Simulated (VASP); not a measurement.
Hf: stress against strain

Hf (hcp, P6_3/mmc, 21.542 Å³/atom at rest, c along z) under a strain ε along c (axis z), the other axes held. PBEsol in VASP (plane waves, PAW), 480 eV, 18×18×10 Γ-centred mesh, Methfessel-Paxton smearing 0.10 eV; ions are relaxed within the symmetry of each cell. Stress is positive for a compressed cell.

Here s stands for strain and y for stress zz.

```
strain (%)  stress zz (GPa)
----------  ---------------
-3.00                     ?
-1.50                  3.35
-1.00                  2.22
-0.50                  1.11
0.00                   0.01
0.50                  -1.08
1.00                  -2.12
1.50                  -3.11
```

Q: Using a straight line, estimate the missing y at s = -3.00 from the other rows, showing the fit.

A: Means: s 0, y 0.054. About the means, the sum of products is -15.125 and the sum of squares of s is 7.0000; the slope is their ratio. Least squares gives y = 0.054 - 2.1607·s. Residuals (row less fit): 0.055, 0.005, -0.024, -0.044, -0.054, -0.013, 0.077; standard error 0.054 (degrees of freedom: 5). The slope gives the elastic constant C33 = 216 ± 2 GPa. At the withheld row, y = 0.054 - 2.1607 × (-3.0) = 6.536 GPa. The calculation gives 6.81 GPa, 0.274 GPa above the prediction (2.8 % of the range of y in the table). The row lies outside the fitted rows, so this is an extrapolation. From the scatter of the fitted rows alone, a prediction at this place has a standard error of 0.084 GPa, so the miss is 3.3 times that.

One order more, fitted to all 13 runs of the series, follows each within 0.06, so the miss is the next term of a smooth law. In a metal these values are sensitive to mesh and smearing; energies are taken to zero smearing, stresses follow the free energy. Rows are the converged runs of the series near zero and its far end; series whose fitted rows scatter by over a few per cent of the range, as at a crossing or softening among them, aren't shown in this form. Most that stay on the fit to the last digits aren't either.
